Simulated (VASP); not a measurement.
Consider the following.

```
CELL_PARAMETERS angstrom
      0.00000     2.49000     2.49000
      2.49000     0.00000     2.49000
      2.49000     2.49000     0.00000
ATOMIC_POSITIONS crystal
  O  0.00000 0.00000 0.00000
  Al 0.25000 0.25000 0.25000
  Al 0.75000 0.75000 0.75000
```

Calculation: LDA (Ceperley-Alder, Perdew-Zunger), VASP's LDA PAW potentials (set 64) (plane waves; VASP). Numerical set-up: 400 eV cut-off, 11×11×11 Γ-centred mesh, Fermi-Dirac smearing of 0.10 eV, potentials O Al.

At this cut-off the stress carries a Pulay error, which pulls relaxed volumes low.

Question: Give the stress tensor in GPa (positive for a compressed cell).

Answer: 
```
48.06   0.00   0.00
 0.00  48.06   0.00
 0.00   0.00  48.06
```
The pressure is its mean diagonal, 48.06 GPa.

The structure comes from a measured Al2O entry (Fm-3m) of the Crystallography Open Database, whose conditions weren't checked. The cell was not relaxed at this level.
